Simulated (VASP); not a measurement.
## Al2O3 (Corundum): single point with PBE

Al2O3 (Corundum):

```xyz
10
Lattice="2.4044 1.3882 4.3746 -2.4044 1.3882 4.3746 0.0000 -2.7764 4.3746" Properties=species:S:1:pos:R:3 pbc="T T T"
Al    0.0000    0.0000    4.6215
Al    0.0000    0.0000    1.9404
Al    0.0000    0.0000    8.5024
Al    0.0000    0.0000   11.1835
O    -0.9321    1.3882    7.6556
O    -0.7362   -1.5013    7.6556
O     1.6682    0.1131    7.6556
O     0.9321   -1.3882    5.4683
O     0.7362    1.5013    5.4683
O    -1.6682   -0.1131    5.4683
```

The cell isn't the ideal one: cell and atoms relaxed tightly for response.

- Program: VASP 6.6.1
- Task: single point
- Functional: PBE
- Potentials or basis: VASP PAW PBE potentials, release 64 (Al, O)
- Cutoff: 520 eV
- k mesh: 6 × 6 × 6
- Occupations: gaussian, width 0.01 eV
- Spin: no spin polarisation
- Dipole correction: no
- Further INCAR settings: ALGO = Normal; EDIFF = 1e-07; NBANDS = 35

```
Pressure               : -0.2 GPa
Largest force          : 0.004 eV/Å
Band gap on the k mesh : 5.85 eV, direct
```

Forces on the atoms (eV/Å):
```
Al   0.000  0.000  0.004
Al   0.000  0.000 -0.004
Al   0.000  0.000 -0.004
Al   0.000  0.000  0.004
O   -0.001  0.000  0.000
O    0.000 -0.001  0.000
O    0.000  0.001  0.000
O    0.001  0.000  0.000
O    0.000  0.001  0.000
O    0.000 -0.001  0.000
```

Levels at points of the mesh, in eV from the valence-band top:
| k point | band 21 | band 22 | band 23 | band 24 | band 25 | band 26 | band 27 | band 28 |
| --- | --- | --- | --- | --- | --- | --- | --- | --- |
| (0.00, 0.00, 0.00) | -0.46 | -0.03 | -0.03 | 0.00 | 5.85 | 8.90 | 10.36 | 11.27 |
| (0.50, 0.00, 0.00) | -0.86 | -0.86 | -0.25 | -0.25 | 9.13 | 9.13 | 9.35 | 9.35 |
| (0.50, 0.50, 0.00) | -0.97 | -0.87 | -0.70 | -0.23 | 9.35 | 9.49 | 9.61 | 10.13 |
| (0.50, 0.50, 0.50) | -0.35 | -0.35 | -0.35 | -0.35 | 8.35 | 8.35 | 10.84 | 10.84 |

Run time: 76 s on 1 thread of Intel(R) Xeon(R) 6975P-C (Granite Rapids) (shared host), peak memory 0.25 GiB.
